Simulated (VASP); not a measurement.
Method: PBE GGA, VASP's PBE PAW potentials (set 64) (plane waves; VASP).

Input for VASP

**KPOINTS**
```
Automatic mesh
0
gamma
 5 5 7
```

File POSCAR:
```
SnO2
1
    4.7524310000     0.0000000000     0.0000000000
    0.0000000000     4.7524310000     0.0000000000
    0.0000000000     0.0000000000     3.1991600000
Sn O
2 4
Direct
  0.5000000000   0.5000000000   0.5000000000
  0.0000000000   0.0000000000   0.0000000000
  0.1940300000   0.8059700000   0.5000000000
  0.8059700000   0.1940300000   0.5000000000
  0.6940300000   0.6940300000   0.0000000000
  0.3059700000   0.3059700000   0.0000000000
```

### INCAR
```
SYSTEM = SnO2
PREC = Accurate
ENCUT = 400
EDIFF = 1E-6
NELM = 100
ALGO = Normal
LREAL = .FALSE.
LASPH = .TRUE.
ISMEAR = 0
SIGMA = 0.01
GGA = PE
LMAXMIX = 4
LWAVE = .FALSE.
LCHARG = .FALSE.
ISIF = 2
```

POTCAR, in this order: Sn_d O (PBE.64 set). Program: vasp_std.

The run wrote:

### OSZICAR
```
       N       E                     dE             d eps       ncg     rms          rms(c)
DAV:   1     0.581386364848E+03    0.58139E+03   -0.22973E+04  1664   0.225E+03
DAV:   2     0.402865232705E+02   -0.54110E+03   -0.52350E+03  1702   0.624E+02
DAV:   3    -0.397137406724E+02   -0.80000E+02   -0.79370E+02  1740   0.209E+02
DAV:   4    -0.432672561485E+02   -0.35535E+01   -0.35422E+01  1705   0.497E+01
DAV:   5    -0.433873892403E+02   -0.12013E+00   -0.12009E+00  1913   0.901E+00    0.157E+01
DAV:   6    -0.372166416069E+02    0.61707E+01   -0.23688E+01  2374   0.706E+01    0.586E+00
DAV:   7    -0.373247734911E+02   -0.10813E+00   -0.20163E+00  1628   0.836E+00    0.331E+00
DAV:   8    -0.373065193632E+02    0.18254E-01   -0.25801E-01  2048   0.530E+00    0.711E-01
DAV:   9    -0.372939814603E+02    0.12538E-01   -0.76994E-02  2317   0.399E+00    0.154E-01
DAV:  10    -0.372945681043E+02   -0.58664E-03   -0.49928E-03  1955   0.615E-01    0.514E-02
DAV:  11    -0.372946787718E+02   -0.11067E-03   -0.26050E-04  1946   0.131E-01    0.141E-02
DAV:  12    -0.372946812882E+02   -0.25165E-05   -0.18788E-05  2199   0.539E-02    0.107E-02
DAV:  13    -0.372946787735E+02    0.25147E-05   -0.11216E-05  1869   0.433E-02    0.240E-03
DAV:  14    -0.372946785285E+02    0.24499E-06   -0.11918E-06  1130   0.132E-02
   1 F= -.37294679E+02 E0= -.37294679E+02  d E =-.263181E-45
```

**OUTCAR**
```
------------------------ aborting loop because EDIFF is reached ----------------------------------------
  FORCE on cell =-STRESS in cart. coord.  units (eV):
  Direction    XX          YY          ZZ          XY          YZ          ZX
  --------------------------------------------------------------------------------------
  Total        1.3564077      1.3564077      2.3741179     -0.0000000      0.0000000      0.0000000
  in kB       30.0769107     30.0769107     52.6435609     -0.0000000      0.0000000      0.0000000
  external PRESSURE =      37.5991275 kB  Pullay stress =       0.0000000 kB
  volume of cell :       72.25
      direct lattice vectors                 reciprocal lattice vectors
     4.752431000  0.000000000  0.000000000     0.210418626  0.000000000  0.000000000
     0.000000000  4.752431000  0.000000000     0.000000000  0.210418626  0.000000000
     0.000000000  0.000000000  3.199160000     0.000000000  0.000000000  0.312582053
 POSITION                                       TOTAL-FORCE (eV/Angst)
 -----------------------------------------------------------------------------------
      2.37622      2.37622      1.59958        -0.000000      0.000000      0.000000
      0.00000      0.00000      0.00000        -0.000000      0.000000      0.000000
      0.92211      3.83032      1.59958         0.057635     -0.057635      0.000000
      3.83032      0.92211      1.59958        -0.057635      0.057635      0.000000
      3.29833      3.29833      0.00000         0.057635      0.057635      0.000000
      1.45410      1.45410      0.00000        -0.057635     -0.057635     -0.000000
 -----------------------------------------------------------------------------------
    total drift:                                0.000000     -0.000000     -0.000000
  FREE ENERGIE OF THE ION-ELECTRON SYSTEM (eV)
  ---------------------------------------------------
  free  energy   TOTEN  =       -37.2946785285 eV

  energy  without entropy=      -37.2946785285  energy(sigma->0) =      -37.29467853
```
(Selected blocks of OUTCAR.)

At this cut-off the stress carries a Pulay error, which pulls relaxed volumes low.

The structure comes from a computed database's SnO2 entry; how it stands against other phases isn't given here. The cell was not relaxed at this level. The run is one of a series of settings (GGA = PE, KPOINTS 5×5×7 Γ-centred mesh, POTCAR Sn_d O (PBE.64 set) against the base run), some of them coarse on purpose.
